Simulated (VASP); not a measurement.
Here is the system:

```xyz
4
Lattice="4.2554 0.0000 0.0000 0.0000 2.4596 0.0000 0.0000 0.0000 10.3926" Properties=species:S:1:pos:R:3 pbc="T T T"
C      2.8366     2.4596     5.1963
C      3.5466     1.2298     5.1963
C      1.4189     0.0000     5.1962
C      0.7088     1.2298     5.1962
```

Level of theory: r2SCAN meta-GGA, VASP's PBE PAW potentials (set 64) (plane waves; VASP 6.6.1). Settings: 520 eV cut-off, 6×10×1 Γ-centred mesh, tetrahedra with Blöchl corrections, potentials C.

The cell holds a wide vacuum, so values per volume refer to the whole cell.

Give the energies of bands 4 to 11 at the high-symmetry points, in eV from the valence-band maximum.

```json
[
 {"band": "4", "Γ": "-7.97", "X": "-11.12", "Z": "-7.79", "U": "-13.92"},
 {"band": "5", "Γ": "-6.68", "X": "-9.36", "Z": "-6.13", "U": "-6.68"},
 {"band": "6", "Γ": "-3.09", "X": "-9.36", "Z": "-6.13", "U": "-6.68"},
 {"band": "7", "Γ": "-3.06", "X": "-2.78", "Z": "-5.22", "U": "-2.38"},
 {"band": "8", "Γ": "-2.36", "X": "-2.78", "Z": "-5.22", "U": "-2.38"},
 {"band": "9", "Γ": "1.96", "X": "3.20", "Z": "5.73", "U": "1.97"},
 {"band": "10", "Γ": "3.68", "X": "3.20", "Z": "5.73", "U": "1.97"},
 {"band": "11", "Γ": "5.24", "X": "9.78", "Z": "7.22", "U": "7.91"}
]
```

The gap is direct, 0.32 eV, from the valence maximum at Γ-X at 0.64 to the conduction minimum at Γ-X at 0.64.

The cell is a sheet with vacuum, built from a generated structure.
